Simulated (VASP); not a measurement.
Input of a VASP 6.6.1 run:

File INCAR:

```
PREC = Accurate
ENCUT = 520
EDIFF = 1E-6
ISMEAR = -1
SIGMA = 0.01
LREAL = Auto
LASPH = T
NELM = 100
ALGO = Fast
ISIF = 2
LWAVE = F
LCHARG = F
GGA = PE
NELECT = 154.0
NBANDS = 100
```

File KPOINTS:

```
Automatic mesh
0
Gamma
  3 3 3
```

File POSCAR:

```
GeB18N17
1.0
    7.5049186035      0.0000000000      0.0000000000
   -3.7524593018      6.4994501639      0.0000000000
    0.0000000000      0.0000000000      7.3693201700
B Ge N
18 1 17
Direct
    0.2222222222      0.1111111111      0.7500000000
    0.2222222222      0.4444444444      0.7500000000
    0.2222222222      0.7777777778      0.7500000000
    0.5555555556      0.1111111111      0.7500000000
    0.5555555556      0.4444444444      0.7500000000
    0.5555555556      0.7777777778      0.7500000000
    0.8888888889      0.1111111111      0.7500000000
    0.8888888889      0.4444444444      0.7500000000
    0.8888888889      0.7777777778      0.7500000000
    0.1111111111      0.2222222222      0.2500000000
    0.1111111111      0.5555555556      0.2500000000
    0.1111111111      0.8888888889      0.2500000000
    0.4444444444      0.2222222222      0.2500000000
    0.4444444444      0.5555555556      0.2500000000
    0.4444444444      0.8888888889      0.2500000000
    0.7777777778      0.2222222222      0.2500000000
    0.7777777778      0.5555555556      0.2500000000
    0.7777777778      0.8888888889      0.2500000000
    0.0000000000      0.0000000000      0.7500000000
    0.0000000000      0.3333333333      0.7500000000
    0.0000000000      0.6666666667      0.7500000000
    0.3333333333      0.0000000000      0.7500000000
    0.3333333333      0.3333333333      0.7500000000
    0.3333333333      0.6666666667      0.7500000000
    0.6666666667      0.0000000000      0.7500000000
    0.6666666667      0.3333333333      0.7500000000
    0.6666666667      0.6666666667      0.7500000000
    0.0000000000      0.0000000000      0.2500000000
    0.0000000000      0.3333333333      0.2500000000
    0.0000000000      0.6666666667      0.2500000000
    0.3333333333      0.0000000000      0.2500000000
    0.3333333333      0.3333333333      0.2500000000
    0.3333333333      0.6666666667      0.2500000000
    0.6666666667      0.0000000000      0.2500000000
    0.6666666667      0.3333333333      0.2500000000
    0.6666666667      0.6666666667      0.2500000000
```

Potentials or basis: VASP PAW PBE potentials, release 64 (B, Ge_d, N).

Run with:

```sh
$ cat potpaw_PBE.64/B/POTCAR potpaw_PBE.64/Ge_d/POTCAR potpaw_PBE.64/N/POTCAR > POTCAR
$ mpirun -np 1 vasp_std > vasp.out
```

(1) What does it give for the largest force?

(2) Estimate the band gap on the k mesh.

## Answers

(1) 25.414 eV/Å.

(2) 1.99 eV, indirect (least direct gap 2.13 eV).

Caveat: the cell carries a net charge on a neutralising background, which shifts energy and pressure; the cell is charged against a uniform background, so pressure and absolute levels hang on convention.
